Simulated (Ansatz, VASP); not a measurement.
# TaAl3 in VASP and in Ansatz

The input INCAR:

```
SYSTEM = TaAl3
  PREC = Accurate
  ENCUT = 600
  EDIFF = 1E-7
  ISMEAR = 0
  SIGMA = 0.1
  LREAL = .FALSE.
  LASPH = .TRUE.
  NELM = 100
  ALGO = Fast
  ISIF = 3
  LWAVE = .FALSE.
  LCHARG = .FALSE.
  IBRION = 2
  NSW = 70
  EDIFFG = -0.005
```

KPOINTS

```
Automatic mesh
0
G
  16 16 16
  0 0 0
```

The input POSCAR:

```
TaAl3
1.0
   -1.9295863053      1.9295863053      4.2824650190
    1.9295863053     -1.9295863053      4.2824650190
    1.9295863053      1.9295863053     -4.2824650190
Ta Al
1 3
Direct
    0.5000000000      0.5000000000      0.0000000000
    0.0000000000      0.0000000000      0.0000000000
    0.7500000000      0.2500000000      0.5000000000
    0.2500000000      0.7500000000      0.5000000000
```

Input for Ansatz:

```yaml
crystal:
  lattice:
    - [-1.9295863053, 1.9295863053, 4.282465019]
    - [1.9295863053, -1.9295863053, 4.282465019]
    - [1.9295863053, 1.9295863053, -4.282465019]
  atoms:
    - { symbol: Ta, position: [0.5, 0.5, 0.0] }
    - { symbol: Al, position: [0.0, 0.0, 0.0] }
    - { symbol: Al, position: [0.75, 0.25, 0.5] }
    - { symbol: Al, position: [0.25, 0.75, 0.5] }
basis:
  ecutwfc: 420
kpoints:
  mp_grid: { grid: [16, 16, 16] }
hamiltonian:
  xc: lda
scf:
  occupations: { method: gaussian, width: 0.1 }
output:
  forces: true
  stress: true
  eigenvalues: true
relax:
  adjacent_minimum: "off"
  f_tol: 0.005
  max_steps: 50
  cell: { stress_tol: 0.05 }
```

Alike in both runs: task relaxation of cell and atoms; functional LDA; k mesh 16 × 16 × 16; occupations gaussian, width 0.1 eV; no spin polarisation.

|  | VASP | Ansatz |
| --- | --- | --- |
| version | VASP 6.6.1 | Ansatz 0.2.0 |
| potentials or method | VASP PAW LDA potentials, release 64 (Ta_pv, Al) | scalar-relativistic, plane waves, PAW |
| plane-wave cutoff (eV) | 600 | 420 |
| valence electrons in the cell | 20 | 22 |

|  | VASP | Ansatz | Ansatz less VASP |
| --- | --- | --- | --- |
| gap on the k mesh at the Fermi level, each at its own relaxed structure (eV) | none | none | - |
| relaxed volume (Å³/atom) | 15.24 | 15.20 | -0.040 |
| relaxed cell length with the largest relative difference (Å) | 5.006 | 5.001 | -0.0046 |
| energy change over the relaxation (meV/atom) | -14 | -15 | -1.5 |

A gap of «none» marks a metal or a gap that the smearing closes. The two sets of potentials don't hold the same shells in valence.

Spin-orbit coupling is left out, which matters for the levels of Ta. Zero-point motion and thermal expansion aren't in these numbers. LDA usually gives volumes a few per cent too small.
